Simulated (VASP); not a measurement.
Method: PBE GGA with D4 dispersion, VASP's PBE PAW potentials (set 64) (plane waves; VASP).

A VASP calculation is set up with these files.

KPOINTS:
```
Automatic mesh
0
Gamma
13 13 13
0 0 0
```

**POSCAR**
```
NiAl
1.0
  2.8905717173   0.0000000000   0.0000000000
  0.0000000000   2.8905717173   0.0000000000
  0.0000000000   0.0000000000   2.8905717173
Al Ni
1 1
Cartesian
  1.4452858586   1.4452858586   1.4452858586
  0.0000000000   0.0000000000   0.0000000000
```

### INCAR
```
SYSTEM = NiAl
PREC = Accurate; ENCUT = 520; LREAL = .FALSE.
LASPH = .TRUE.
EDIFF = 1E-7; NELM = 100; ALGO = Normal
LMAXMIX = 4
ISMEAR = 1; SIGMA = 0.1
GGA = PE; IVDW = 13
ISIF = 2
LWAVE = .FALSE.; LCHARG = .FALSE.
```

POTCAR, in this order: Al Ni (PBE.64 set). Program: vasp_std.

The resulting files:

**OSZICAR**
```
       N       E                     dE             d eps       ncg     rms          rms(c)
DAV:   1     0.384793189821E+02    0.38479E+02   -0.57098E+03  1720   0.136E+03
DAV:   2    -0.107767744319E+02   -0.49256E+02   -0.46803E+02  1686   0.204E+02
DAV:   3    -0.119385930770E+02   -0.11618E+01   -0.11476E+01  2040   0.411E+01
DAV:   4    -0.119569760968E+02   -0.18383E-01   -0.18372E-01  1928   0.451E+00
DAV:   5    -0.119575053976E+02   -0.52930E-03   -0.52929E-03  1930   0.806E-01    0.118E+01
DAV:   6    -0.138330147934E+02   -0.18755E+01   -0.58035E+01  1880   0.131E+02    0.156E+01
DAV:   7    -0.105628275531E+02    0.32702E+01   -0.16586E+01  1858   0.783E+01    0.107E+00
DAV:   8    -0.105566389268E+02    0.61886E-02   -0.41006E-01  2054   0.805E+00    0.993E-01
DAV:   9    -0.105430989297E+02    0.13540E-01   -0.52871E-02  1956   0.375E+00    0.177E-01
DAV:  10    -0.105427571221E+02    0.34181E-03   -0.12013E-03  1930   0.510E-01    0.790E-02
DAV:  11    -0.105427499598E+02    0.71623E-05   -0.48813E-05  2386   0.887E-02    0.245E-02
DAV:  12    -0.105427483121E+02    0.16478E-05   -0.19294E-06  2026   0.250E-02    0.321E-03
DAV:  13    -0.105427478134E+02    0.49864E-06   -0.22634E-07  1078   0.576E-03    0.150E-03
DAV:  14    -0.105427478105E+02    0.29240E-08   -0.75032E-08   874   0.255E-03
   1 F= -.11416267E+02 E0= -.11416364E+02  d E =0.293286E-03
```

OUTCAR:
```
------------------------ aborting loop because EDIFF is reached ----------------------------------------
  Edisp (eV):   -0.87352
  FORCE on cell =-STRESS in cart. coord.  units (eV):
  Direction    XX          YY          ZZ          XY          YZ          ZX
  --------------------------------------------------------------------------------------
  Total      -0.77122    -0.77122    -0.77122     0.00000     0.00000     0.00000
  in kB     -51.16067   -51.16067   -51.16067     0.00000     0.00000     0.00000
  external pressure =      -51.16 kB  Pullay stress =        0.00 kB
  volume of cell :       24.15
      direct lattice vectors                 reciprocal lattice vectors
     2.890571717  0.000000000  0.000000000     0.345952323  0.000000000  0.000000000
     0.000000000  2.890571717  0.000000000     0.000000000  0.345952323  0.000000000
     0.000000000  0.000000000  2.890571717     0.000000000  0.000000000  0.345952323
 POSITION                                       TOTAL-FORCE (eV/Angst)
 -----------------------------------------------------------------------------------
      1.44529      1.44529      1.44529         0.000000      0.000000      0.000000
      0.00000      0.00000      0.00000         0.000000      0.000000      0.000000
 -----------------------------------------------------------------------------------
    total drift:                               -0.000000      0.000000      0.000000
  FREE ENERGIE OF THE ION-ELECTRON SYSTEM (eV)
  ---------------------------------------------------
  free  energy   TOTEN  =       -11.4162665136 eV

  energy  without entropy=      -11.4165597998  energy(sigma->0) =      -11.41636428
```
(Selected blocks of OUTCAR.)

The compound is NiAl in the CsCl type structure. This cell is one point of a volume scan, at 1.03 of the reference volume. The run is not spin-polarised, so no magnetic state was tried. The electron count is odd and the run is not spin-polarised, which forces a metal.
